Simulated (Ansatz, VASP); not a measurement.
# HfN (HfN strained to the junction's net) in two plane-wave programs

Aim: how closely do two programs agree when they are given the same cell, functional and k mesh? The cell is generated by rule, not measured, and may not be a known phase. The structure shown is the end of the Ansatz relaxation below.

Main program and level: Ansatz 0.2.0; plane waves, with VASP 6.6.1 beside it; single point at PBE.

## 1. The starting structure

It takes space group R-3m (No. 166, trigonal). Conventional cell: a = 3.203 Å, b = 3.203 Å, c = 7.905 Å, α = 90.00°, β = 90.00°, γ = 120.00°. Nearest to Hf lie 6 N at 2.27 Å. Nearest to N lie 6 Hf at 2.27 Å. Farther neighbours and most contacts between anions are not listed.

Coordinates:

```cif
data_structure
_symmetry_space_group_name_H-M 'P 1'
_symmetry_Int_Tables_number 1
_cell_length_a 3.2030
_cell_length_b 3.2030
_cell_length_c 7.9053
_cell_angle_alpha 90.000
_cell_angle_beta 90.000
_cell_angle_gamma 120.000
_cell_volume 70.24
loop_
_atom_site_label
_atom_site_type_symbol
_atom_site_fract_x
_atom_site_fract_y
_atom_site_fract_z
_atom_site_occupancy
Hf1 Hf 0.00000 0.00000 0.00000 1
Hf2 Hf 0.66667 0.33333 0.33333 1
Hf3 Hf 0.33333 0.66667 0.66667 1
N4 N 0.33333 0.66667 0.16667 1
N5 N 0.00000 0.00000 0.50000 1
N6 N 0.66667 0.33333 0.83333 1
```

## 2. Ansatz: relaxation, PBE

Ansatz runs on its default PAW (the set named soft_2) files.

This run makes the geometry at which the two programs are then compared.

File input.yaml:

```yaml
crystal:
  lattice:
    - [3.203, 0.0, 0.0]
    - [-1.6015, 2.7738793683, 0.0]
    - [0.0, 0.0, 7.8465223168]
  atoms:
    - { symbol: Hf, position: [0.0, 0.0, 0.0] }
    - { symbol: "N", position: [0.3333333333, 0.6666666667, 0.1666666667] }
    - { symbol: Hf, position: [0.6666666667, 0.3333333333, 0.3333333333] }
    - { symbol: "N", position: [0.0, 0.0, 0.5] }
    - { symbol: Hf, position: [0.3333333333, 0.6666666667, 0.6666666667] }
    - { symbol: "N", position: [0.6666666667, 0.3333333333, 0.8333333333] }
kpoints:
  mp_grid: { grid: [12, 12, 4] }
scf:
  occupations: { method: fermi_dirac, width: 0.1 }
  max_iter: 150
hamiltonian:
  xc: pbe
relax:
  f_tol: 0.01
  max_steps: 40
  cell: { fix: [a, b, angles] }
```

Started as:

```console
ansatz run input.yaml --threads 8 --pin off --max-ram 24576MiB --backend cpu --events-out ev --progress --plain --runs-dir out
```

Numbers of over 12 decimals in the logs are rounded to 6 here.

What it wrote:

```text
Engine: ansatz 0.2.0, aarch64-unknown-linux-gnu
Pseudopotentials: kind: paw
Pseudopotential: Hf, paw, valence charge 26, recommended cutoff 420 eV (normal), Hf.paw.azcp
Pseudopotential: N, paw, valence charge 5, recommended cutoff 420 eV (normal), N.paw.azcp
Functional definition: PBE
  parameter kappa = 0.804
  parameter beta = 0.066725
  exchange = pbe_x(kappa = kappa, mu = beta*pi^2/3)
  correlation = pbe_c(beta = beta)
Crystal: 6 atoms, lattice volume = 69.714 Å³
Basis set: ecut = 420 eV, 1359 PW (Γ), exchange–correlation on 48×48×108 points (8 copies of the dense FFT grid, shifted against one another)
Bands: 56, of which v1, the nominal top of the filled ones, is band 47 counted from 1 (46 counted from 0)
Symmetry: 36 space group operations
Space group: R-3m (ITA 166), of the structure as read, at distance tolerance 4.1e-5 Å
k-points: 69 of 576
Non-local potential: Hf, projectors of the file, l = 0: 3, l = 1: 2, l = 2: 2, l = 3: 3
Non-local potential: N, projectors of the file, l = 0: 2, l = 1: 2, l = 2: 1
PAW form: soft (Blöchl's): semilocal exchange-correlation on the pseudo side does not see the compensation charge
PAW one-centre angular grid: Hf, 590 points (default); XC on 64 Gauss nodes
PAW one-centre angular grid: N, 110 points (default); XC on 64 Gauss nodes
Initial density: superposition of atomic densities (neutral atoms: chi_scale 0, normalization atom), corrected by the library's trained network
Initial wavefunctions: pseudopotential atomic-orbital guess
Functional: x = pbe(κ = 0.804, μ = 0.219515), c = pbe(β = 0.066725)
SCF iter   1: F=—  HF=-48326.097346 eV  |F-HF|=—  |Δ(HF+E_count)|=         —  Δρ=5.60e-3  dr2=2.67e-2  ethr=1.77e-3  ⟨swp⟩=5.0  Hψ=11529  notcnv=0  defer=2
preconditioner: auto → Kerker (q_TF=auto, 2.863 Å⁻¹)  [metal: Δε(μ)=0.061 eV  Ē_g=18.093 eV  σ=0.100 eV  W_gap=0.15  n_scr=36 (ndim 8)  ℏωp=41.5 eV  f_vac=0.000  D(μ)=1.77/eV (n_scr^D=4)]
SCF iter   2: F=—  HF=-48326.090880 eV  |F-HF|=—  |Δ(HF+E_count)|=   6.47e-3  Δρ=1.36e-3  dr2=1.26e-3  ethr=2.87e-5  ⟨swp⟩=2.0  Hψ=6730  notcnv=0  defer=4
SCF iter   3: F=—  HF=-48326.090476 eV  |F-HF|=—  |Δ(HF+E_count)|=   4.05e-4  Δρ=7.57e-4  dr2=2.67e-4  ethr=1.35e-6  ⟨swp⟩=2.0  Hψ=6008  notcnv=0  defer=4
SCF iter   4: F=—  HF=-48326.090434 eV  |F-HF|=—  |Δ(HF+E_count)|=   4.18e-5  Δρ=3.44e-4  dr2=3.47e-5  ethr=2.87e-7  ⟨swp⟩=2.0  Hψ=6993  notcnv=0  defer=4
SCF iter   5: F=—  HF=-48326.090449 eV  |F-HF|=—  |Δ(HF+E_count)|=   1.49e-5  Δρ=7.11e-5  dr2=1.51e-6  ethr=3.74e-8  ⟨swp⟩=2.7  Hψ=6396  notcnv=0  defer=4
SCF iter   6: F=—  HF=-48326.090448 eV  |F-HF|=—  |Δ(HF+E_count)|=   5.11e-7  Δρ=1.27e-5  dr2=7.34e-8  ethr=1.08e-10  ⟨swp⟩=4.8  Hψ=19973  notcnv=0
SCF iter   7: F=-48326.090448 eV  HF=-48326.090448 eV  |F-HF|=3.86e-9  |Δ(HF+E_count)|=   4.24e-9  Δρ=3.21e-6  dr2=5.45e-9  ethr=7.90e-11  ⟨swp⟩=4.7  Hψ=14345  notcnv=0
SCF 1 converged in 7 iterations: F = -48326.090448 eV  dr2 = 5.45e-9
  greatest PAW one-centre occupation: 0.998 electrons in one spin orbital (limit 2), on the Hf atom at site 4 (counted from 0), in its partial waves of l = 0
relax step   1: F+E_penalty+E_count = -48326.09044843 eV  Δ(F+E_penalty+E_count) = +0.000e0 eV  max|allowed force component| = 2.881e-27 eV/Å  Δτ_max = 0.0000 Å  P = +3.244 GPa  Ω = 69.714 Å³  fix = [a, b, alpha, beta, gamma]  reactions: a +3.266, b +3.266 GPa  (7 SCF iters, dr2 threshold 1.00e-7 eV, accepted)
[...]
relax step   2: F+E_penalty+E_count = -48326.08925747 eV  Δ(F+E_penalty+E_count) = +1.191e-3 eV  max|allowed force component| = 8.850e-27 eV/Å  Δτ_max = 0.0000 Å  P = -0.407 GPa  Ω = 70.656 Å³  energy of the carried Pulay correction = -2.863e-3 eV  fix = [a, b, alpha, beta, gamma]  reactions: a +0.673, b +0.673 GPa  (6 SCF iters, dr2 threshold 6.00e-7 eV, accepted)
[...]
relax step   3: F+E_penalty+E_count = -48326.09396251 eV  Δ(F+E_penalty+E_count) = -4.705e-3 eV  max|allowed force component| = 1.781e-26 eV/Å  Δτ_max = 0.0000 Å  P = +1.185 GPa  Ω = 70.237 Å³  energy of the carried Pulay correction = -1.594e-3 eV  fix = [a, b, alpha, beta, gamma]  reactions: a +1.801, b +1.801 GPa  (5 SCF iters, dr2 threshold 6.00e-7 eV, accepted)
[...]
relax step   4: F+E_penalty+E_count = -48326.09566360 eV  Δ(F+E_penalty+E_count) = -1.701e-3 eV  max|allowed force component| = 3.880e-29 eV/Å  Δτ_max = 0.0000 Å  P = +1.214 GPa  Ω = 70.237 Å³  fix = [a, b, alpha, beta, gamma]  reactions: a +1.816, b +1.816 GPa  stress off target by 1.09e-2 GPa on what of the cell is left free  SCF on the basis re-selected at this cell (its energy is not comparable with the rows above)  (7 SCF iters)
basis re-selected at this cell: Δ(F+E_penalty+E_count) = -1.701e-3 eV, ΔP = +0.030 GPa vs the last step (what re-selecting the basis moved, of the pressure what is left beyond the Pulay correction that the steps carried, after the strain that the cell walked since its last selection, with what the two solves' SCF thresholds leave and, on support functions, any second-order correction that the steps lacked; it is no m [...]
SCF converged after 7 iterations
Free energy (F): -48326.095664 eV
Harris-Foulkes:  -48326.095664 eV  (|F-HF|=7.28e-12)
Internal energy: -48326.037103 eV  (E = F + TS)
E sigma→0 (E₀):  -48326.066383 eV
Entropy (-TS):   -0.058561 eV (-9.760 meV/atom)
Fermi energy:    23.513594 eV
--- Per-component energies (eV) ---
  E_band       = 510.350276
  E_kinetic    = 1668.337059
  E_local      = -14289.292155  (includes V_loc(G=0)·N_el)
  E_nonlocal   = -3595.723368
  E_hartree    = 6773.080435
  E_xc         = -1084.403511
  E_vxc        = -1033.847484  (∫ρ·V_xc dr)
  E_paw        = -21163.563913  (= ΣΔE_a)
  E_vpaw       = 4214.715253  (= ΣTr[D̂ρ^β])
  E_aug_tail   = 0.000290  (compensation charges beyond the density's cutoff)
  E_ewald      = -16634.471940
  E_smearing   = -0.058561  (= −TS)
  E_closure    = 0.000000  (closes the sum)
  Σ components = -48326.095664   (vs F -48326.095664, Δ=0.00e0)
--- Forces (eV/Å), atoms counted from 1 ---
  atom   1  Hf    -0.00000000     0.00000000     0.00000000
  atom   2  N      0.00000000     0.00000000     0.00000000
  atom   3  Hf    -0.00000000    -0.00000000    -0.00000000
  atom   4  N      0.00000000     0.00000000     0.00000000
  atom   5  Hf    -0.00000000     0.00000000     0.00000000
  atom   6  N      0.00000000    -0.00000000     0.00000000
  max |Σ_I F_I| component: 6.23e-29 eV/Å
--- Stress (GPa, compression-positive) ---
        1.815693      -0.000000       0.000000
        0.000000       1.815693       0.000000
        0.000000       0.000000       0.010892
  P = ⅓ Tr σ = 1.2141 GPa (12.141 kbar)
--- Relaxed structure (3 steps of the walk, 3 accepted, 1 SCFs on fresh bases) ---
  F+E_penalty+E_count = -48326.09566360 eV   max|allowed force component| = 3.880e-29 eV/Å   (the final SCF, on the basis selected at the relaxed cell)
  cell:  # Å, volume = 70.2369 Å³
    - [3.203000, 0, 0]
    - [-1.601500, 2.773879, 0]
    - [0, 0, 7.905348]
  atoms:
    - { symbol: Hf, position: [0, 0, 0] }
    - { symbol: N, position: [0.333333, 0.666667, 0.166667] }
    - { symbol: Hf, position: [0.666667, 0.333333, 0.333333] }
    - { symbol: N, position: [0, 0, 0.5] }
    - { symbol: Hf, position: [0.333333, 0.666667, 0.666667] }
    - { symbol: N, position: [0.666667, 0.333333, 0.833333] }
```

Reading the cycles: dr2 is the Hartree energy of the density residual (eV), the measure of convergence; HF is the Harris–Foulkes estimate of the energy, which meets the free energy F at convergence.

## 3. VASP: single point, PBE

The same cell, functional, mesh and smearing now go to VASP, with its own data sets.

Lines of VASP's logs that name or quote its potential files are left out, and so is its time.

File INCAR:

```
SYSTEM = HfN
PREC = Accurate
ENCUT = 600
EDIFF = 1E-06
NELM = 120
ISMEAR = -1
SIGMA = 0.1
LREAL = .FALSE.
ALGO = Normal
GGA = PE
NBANDS = 28
LASPH = .TRUE.
LORBIT = 11
LWAVE = .FALSE.
LCHARG = .FALSE.
ISIF = 2
GGA_COMPAT = .FALSE.
KPAR = 2
```

File POSCAR:

```
HfN
1.0
    3.2030000000      0.0000000000      0.0000000000
   -1.6015000000      2.7738793683      0.0000000000
    0.0000000000      0.0000000000      7.9053480342
Hf N
3 3
Direct
    0.0000000000      0.0000000000      0.0000000000
    0.6666666667      0.3333333333      0.3333333333
    0.3333333333      0.6666666667      0.6666666667
    0.3333333333      0.6666666667      0.1666666667
    0.0000000000      0.0000000000      0.5000000000
    0.6666666667      0.3333333333      0.8333333333
```

File KPOINTS:

```
Automatic mesh
0
Gamma
12 12 4
0 0 0
```

Potentials, in the order of the species: Hf_pv and N (PBE family, release 64).

Started as:

```console
mpirun -np 2 vasp_std
```

What it wrote:

```text
[banner, memory and clock lines left out]
running    2 mpi-ranks, on    1 nodes
 distrk:  each k-point on    1 cores,    2 groups
 distr:  one band on    1 cores,    1 groups

 POSCAR found type information on POSCAR HfN
 POSCAR found :  2 types and       6 ions
 LDA part: xc-table for (Slater+PW92), standard interpolation
 POSCAR, INCAR and KPOINTS ok, starting setup
 FFT: planning ... GRIDC
 FFT: planning ... GRID_SOFT
 FFT: planning ... GRID
 WAVECAR not read
 entering main loop
       N       E                     dE             d eps       ncg     rms          rms(c)
DAV:   1     0.241190175828E+03    0.24119E+03   -0.27166E+04  3864   0.177E+03
DAV:   2    -0.598760898359E+02   -0.30107E+03   -0.29276E+03  4900   0.419E+02
DAV:   3    -0.741061125323E+02   -0.14230E+02   -0.14062E+02  4860   0.799E+01
DAV:   4    -0.743289026897E+02   -0.22279E+00   -0.22018E+00  5076   0.977E+00
DAV:   5    -0.743311485698E+02   -0.22459E-02   -0.22395E-02  4900   0.820E-01    0.823E+01
DAV:   6    -0.654841655582E+02    0.88470E+01   -0.54123E+01  4492   0.343E+01    0.676E+01
DAV:   7    -0.653624373348E+02    0.12173E+00   -0.41916E+00  4412   0.116E+01    0.281E+01
DAV:   8    -0.653219086641E+02    0.40529E-01   -0.21782E-01  4944   0.287E+00    0.433E+00
DAV:   9    -0.653115950210E+02    0.10314E-01   -0.76718E-02  4548   0.148E+00    0.361E+00
DAV:  10    -0.653095798719E+02    0.20151E-02   -0.13072E-02  4592   0.639E-01    0.397E-01
DAV:  11    -0.653095737558E+02    0.61161E-05   -0.73513E-04  4712   0.173E-01    0.210E-01
DAV:  12    -0.653095646431E+02    0.91127E-05   -0.48931E-05  4936   0.394E-02    0.894E-02
DAV:  13    -0.653095659633E+02   -0.13202E-05   -0.20782E-06  3884   0.984E-03    0.824E-03
DAV:  14    -0.653095660125E+02   -0.49155E-07   -0.60201E-08  2760   0.195E-03
   1 F= -.65309566E+02 E0= -.65280234E+02  d E =-.586644E-01
```

Parts of OUTCAR (step 3):

```text
ion  position               nearest neighbor table
   1  0.000  0.000  0.000-   4 2.27   6 2.27   4 2.27   6 2.27   6 2.27   4 2.27   2 3.22   3 3.22
                             3 3.22   2 3.22   3 3.22   2 3.22
   2  0.667  0.333  0.333-   4 2.27   4 2.27   4 2.27   5 2.27   5 2.27   5 2.27   1 3.22   1 3.22
                             1 3.22   3 3.22   3 3.22   3 3.22
   3  0.333  0.667  0.667-   6 2.27   6 2.27   6 2.27   5 2.27   5 2.27   5 2.27   1 3.22   1 3.22
                             1 3.22   2 3.22   2 3.22   2 3.22
   4  0.333  0.667  0.167-   2 2.27   2 2.27   2 2.27   1 2.27   1 2.27   1 2.27
   5  0.000  0.000  0.500-   2 2.27   3 2.27   3 2.27   2 2.27   2 2.27   3 2.27
   6  0.667  0.333  0.833-   3 2.27   3 2.27   3 2.27   1 2.27   1 2.27   1 2.27

  LATTYP: Found a hexagonal cell.
 ALAT       =     3.2030000000
 C/A-ratio  =     2.4681074100

 Subroutine GETGRP returns: Found 12 space group operations
 (whereof 12 operations were pure point group operations)

The static configuration has the point symmetry D_3d.

 Found     69 irreducible k-points:

   k-points           NKPTS =     69   k-points in BZ     NKDIM =     69   number of bands    NBANDS=     28

   dimension x,y,z NGX =    28 NGY =   28 NGZ =   64
   dimension x,y,z NGXF=    56 NGYF=   56 NGZF=  128

   ENCUT  =  600.0 eV  44.10 Ry    6.64 a.u.   6.40  6.40 15.79*2*pi/ulx,y,z

   NELECT =      45.0000    total number of electrons

 k-points in reciprocal lattice and weights: Automatic mesh
   0.00000000  0.00000000  0.00000000       0.002
   0.08333333  0.00000000  0.00000000       0.010
   0.16666667  0.00000000  0.00000000       0.010
   0.25000000  0.00000000  0.00000000       0.010
   0.33333333  0.00000000  0.00000000       0.010
   0.41666667  0.00000000  0.00000000       0.010
   0.50000000  0.00000000  0.00000000       0.005
   0.08333333  0.08333333  0.00000000       0.010
   0.16666667  0.08333333  0.00000000       0.021
[...]
0.33333333  0.25000000  0.50000000       0.021
   0.33333333  0.33333333  0.50000000       0.003

 average (electrostatic) potential at core
       1 -34.9039       2 -34.9039       3 -34.9039       4 -61.6976       5 -61.6976
       6 -61.6976

 E-fermi :   8.2342

 k-point     1 :       0.0000    0.0000    0.0000
  band No.  band energies     occupation
    ...
     20       5.2511      2.00000
     21       5.2511      2.00000
     22       7.8309      1.96519
     23       7.9493      1.89050
     24       7.9493      1.89050
     25       9.5622      0.00000
     26       9.5622      0.00000
     27       9.9020      0.00000
     28      10.1817      0.00000

 k-point     2 :       0.0833    0.0000    0.0000
  band No.  band energies     occupation
    ...
     20       4.8929      2.00000
     21       4.9804      2.00000
     22       7.8818      1.94273
     23       8.1483      1.40483
     24       8.2548      0.89720
     25       8.8368      0.00482
     26       9.3728      0.00002
     27      10.1701      0.00000
     28      10.2544      0.00000

 k-point     3 :       0.1667    0.0000    0.0000
  band No.  band energies     occupation
    ...
     19       3.3053      2.00000
     20       4.1932      2.00000
     21       4.4099      2.00000
     22       7.7048      1.99000
     23       7.8439      1.96042
     24       8.7608      0.01027
     25       8.9889      0.00106
     26       9.5579      0.00000
     27      10.1110      0.00000
     28      11.0215      0.00000

  Total       -0.2767547     -0.2767547     -1.0759069      0.0000000      0.0000000      0.0000000
  in kB       -6.3130614     -6.3130614    -24.5425545      0.0000000      0.0000000      0.0000000
  external PRESSURE =     -12.3895591 kB  Pullay stress =       0.0000000 kB

  energy-cutoff  :      600.00
  volume of cell :       70.24
      direct lattice vectors                 reciprocal lattice vectors
     3.203000000  0.000000000  0.000000000     0.312207306  0.180252972  0.000000000
    -1.601500000  2.773879368  0.000000000     0.000000000  0.360505944  0.000000000
     0.000000000  0.000000000  7.905348034     0.000000000  0.000000000  0.126496645

 POSITION                                       TOTAL-FORCE (eV/Angst)
 -----------------------------------------------------------------------------------
      0.00000      0.00000      0.00000        -0.000000      0.000000      0.000000
      1.60150      0.92463      2.63512        -0.000000      0.000000      0.000000
     -0.00000      1.84925      5.27023        -0.000000      0.000000      0.000000
     -0.00000      1.84925      1.31756         0.000000     -0.000000     -0.000000
      0.00000      0.00000      3.95267        -0.000000      0.000000      0.000000
      1.60150      0.92463      6.58779         0.000000      0.000000      0.000000
 -----------------------------------------------------------------------------------
    total drift:                               -0.000000      0.000000      0.000000

  FREE ENERGIE OF THE ION-ELECTRON SYSTEM (eV)
  ---------------------------------------------------
  free  energy   TOTEN  =       -65.3095660125 eV

  energy  without entropy=      -65.2509016072  energy(sigma->0) =      -65.28023381

 total charge
# of ion       s       p       d       tot
------------------------------------------
    1        0.287   6.552   1.736   8.575
    2        0.287   6.552   1.736   8.575
    3        0.287   6.552   1.736   8.575
    4        1.230   2.493   0.000   3.723
    5        1.230   2.493   0.000   3.723
    6        1.230   2.493   0.000   3.723
--------------------------------------------------
tot          4.551  27.135   5.209  36.895

[... 3 further parts left out ...]
```

This run has no spin polarisation. Its electron count is odd, so without a moment it is a metal by construction. Harder data sets than Hf_pv exist (the GW ones), and pressures, volumes and forces can shift noticeably with them.

## 4. Differences

Known differences besides the potentials themselves: the data sets hold 93 valence electrons in Ansatz (on its default PAW (the set named soft_2) files) and 45 in VASP; the cutoff is 420 eV in Ansatz and 600 eV in VASP; Ansatz's pressure holds a Pulay correction, VASP's none. Total energies have different zeros and are not compared.

Both answers:

```csv
quantity,Ansatz,VASP,difference
pressure (GPa),1.21,-1.24,+2.45
```

## 5. Outcome

```yaml
difference_in_pressure_single_point_pbe: 2.5 GPa
```

The difference in pressure is 2.5 GPa (single point, PBE), beyond the 1 GPa picked in this series as the mark of a large difference. The data sets hold unlike numbers of valence electrons (93 in Ansatz and 45 in VASP), so part of the differences comes from the potentials. What causes the difference of the single point, PBE pair stays open here. Such differences can come from data sets, numerical settings and the points named under the comparisons, not from the functional's error against experiment.

[Lines on the potential files, build, host, timing and source positions are cut from VASP's logs without a mark.]

[Logs are printed without paths, hosts, clocks, repeated set-up lines and the standing remarks that a program may print on its own settings, such as how far it seeks lower states.]

[Hosts, paths, dates, database ids (printed as entryN), source tags and the programs' standing remarks are cut or masked in the printed files.]
